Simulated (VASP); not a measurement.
An input for Ansatz (written as the equivalent of a VASP run, and not itself run):

Ansatz 0.2 input:
```yaml
crystal:
  lattice:
    - [0.0000000, 2.7236532, 2.7236532]
    - [2.7236532, 0.0000000, 2.7236532]
    - [2.7236532, 2.7236532, 0.0000000]
  atoms:
    - { symbol: Zn, position: [0.0000000, 0.0000000, 0.0000000] }
    - { symbol: S, position: [0.2500000, 0.2500000, 0.2500000] }
kpoints:
  mp_grid: { grid: [9, 9, 9] }
hamiltonian:
  xc: pbe
  pseudopotentials: { kind: paw }
scf:
  occupations: { method: tetrahedron }
  max_iter: 100
output: { forces: true, stress: true, eigenvalues: true }
```

### Question
Write the VASP files for the same calculation (PBE).

### Answer
This is not unique; one that fits is 
File KPOINTS:
```
K-points
0
Gamma
 9 9 9
```

**INCAR**
```
NELM=100
ALGO=Normal   ! blocked Davidson
LWAVE=F
PREC=Accurate
SYSTEM=ZnS
NEDOS=601
ISMEAR=-5   ! tetrahedra, Bloechl
EDIFF=1E-7
LASPH=T   ! aspherical one-centre terms
GGA=PE
LCHARG=T
LMAXMIX=4   ! l cut-off of mixed one-centre charges
LORBIT=11   ! lm-projected
ENCUT=520   ! plane-wave cut-off (eV)
LREAL=F
ISIF=2
```

File POSCAR:
```
ZnS
1
    0.0000000000     2.7236531976     2.7236531976
    2.7236531976     0.0000000000     2.7236531976
    2.7236531976     2.7236531976     0.0000000000
Zn S
1 1
Direct
  0.0000000000   0.0000000000   0.0000000000
  0.2500000000   0.2500000000   0.2500000000
```

POTCAR, in this order: Zn S (PBE.64 set). Program: vasp_std.

Limits of the translation: each code has its own PAW files, so the cut-off isn't converted (ENCUT is set for VASP's; basis.ecutwfc is left out, and Ansatz then takes the one that its files recommend); Ansatz stops its SCF on the density residual and VASP on the energy change (EDIFF).

The compound is ZnS in the zinc blende structure. It was relaxed first.
